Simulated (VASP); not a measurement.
These are PBEsol GGA, VASP's PBE PAW potentials (set 64) (plane waves; VASP) values and carry that method's errors.

A VASP calculation is set up with these files.

### KPOINTS
```
k-points along high-symmetry lines
15
Line-mode
Reciprocal
  0.000000   0.000000   0.000000 ! GAMMA
  0.000000   0.500000   0.000000 ! X

  0.000000   0.500000   0.000000 ! X
  0.500000   0.500000   0.000000 ! M

  0.500000   0.500000   0.000000 ! M
  0.000000   0.000000   0.000000 ! GAMMA

  0.000000   0.000000   0.000000 ! GAMMA
  0.500000   0.500000   0.500000 ! R

  0.500000   0.500000   0.500000 ! R
  0.000000   0.500000   0.000000 ! X

  0.500000   0.500000   0.500000 ! R
  0.500000   0.500000   0.000000 ! M
```

**INCAR**
```
SYSTEM = TiAl
PREC = Accurate
ENCUT = 400
EDIFF = 1E-7
NELM = 100
ALGO = Normal
LREAL = .FALSE.
LASPH = .TRUE.
ISMEAR = 0
SIGMA = 0.05
GGA = PS
LMAXMIX = 4
LWAVE = .FALSE.
LCHARG = .FALSE.
LORBIT = 11
ICHARG = 11
```

File POSCAR:
```
TiAl
1
    3.1532275355    -0.0000000000     0.0000000000
    0.0000000000     3.1532275355     0.0000000000
   -0.0000000000    -0.0000000000     3.1532275355
Al Ti
1 1
Direct
  0.0000000000   0.0000000000   0.0000000000
  0.5000000000   0.5000000000   0.5000000000
```

POTCAR, in this order: Al Ti_sv (PBE.64 set). Program: vasp_std. Read from the step before: CHGCAR.

The resulting files:

### OSZICAR
```
       N       E                     dE             d eps       ncg     rms          rms(c)
DAV:   1     0.906489375318E+02    0.90649E+02   -0.68819E+03  1999   0.117E+03
DAV:   2    -0.332016827130E+01   -0.93969E+02   -0.90911E+02  2026   0.312E+02
DAV:   3    -0.124660761366E+02   -0.91459E+01   -0.89106E+01  3560   0.873E+01
DAV:   4    -0.130846394770E+02   -0.61856E+00   -0.61050E+00  2483   0.174E+01
DAV:   5    -0.131085437172E+02   -0.23904E-01   -0.23900E-01  2794   0.311E+00
DAV:   6    -0.131091966415E+02   -0.65292E-03   -0.65292E-03  2570   0.446E-01
DAV:   7    -0.131092130782E+02   -0.16437E-04   -0.16436E-04  2865   0.591E-02
DAV:   8    -0.131092135218E+02   -0.44360E-06   -0.44512E-06  2568   0.744E-03
DAV:   9    -0.131092135409E+02   -0.19083E-07   -0.18211E-07  2039   0.106E-03
   1 F= -.13109214E+02 E0= -.13107098E+02  d E =-.423206E-02
```

**OUTCAR**
```
 val. band max:        9.0802900705   @ k =   0.0000   0.5000   0.0000

 cond. band min:       9.0865703000   @ k =   0.0357   0.5000   0.0000



 k-point     1 :       0.0000    0.0000    0.0000
  band No.  band energies     occupation
      1     -47.6672      2.00000
      2     -23.9743      2.00000
      3     -23.9743      2.00000
      4     -23.9743      2.00000
      5      -0.4182      2.00000
      6       7.4455      2.00000
      7       7.4455      2.00000
      8      10.7849      0.00000
      9      10.7849      0.00000
     10      10.7849      0.00000
     11      13.4744      0.00000

 k-point     2 :       0.0000    0.0357    0.0000
  band No.  band energies     occupation
      1     -47.6670      2.00000
      2     -23.9768      2.00000
      3     -23.9741      2.00000
      4     -23.9741      2.00000
      5      -0.3974      2.00000
      6       7.4365      2.00000
      7       7.4551      2.00000
      8      10.7457      0.00000
      9      10.7457      0.00000
     10      10.7875      0.00000
     11      13.3786      0.00000

 k-point     3 :       0.0000    0.0714    0.0000
  band No.  band energies     occupation
      1     -47.6662      2.00000
      2     -23.9839      2.00000
      3     -23.9735      2.00000
      4     -23.9735      2.00000
      5      -0.3347      2.00000
      6       7.4065      2.00000
      7       7.4835      2.00000
      8      10.6377      0.00000
      9      10.6377      0.00000
     10      10.7951      0.00000
     11      13.1261      0.00000

 k-point     4 :       0.0000    0.1071    0.0000
  band No.  band energies     occupation
      1     -47.6651      2.00000
      2     -23.9954      2.00000
      3     -23.9725      2.00000
      4     -23.9725      2.00000
      5      -0.2312      2.00000
      6       7.3458      2.00000
      7       7.5300      2.00000
      8      10.4816      0.00000
      9      10.4816      0.00000
     10      10.8073      0.00000
...
```

The density is held fixed in this step, so its total energy and stress have no physical meaning.

The structure was generated: TiAl was put into the CsCl type (Pm-3m), which need not be its known phase. It was relaxed first, which changed the volume by -13 %. The electron count is odd and the run is not spin-polarised, which forces a metal.
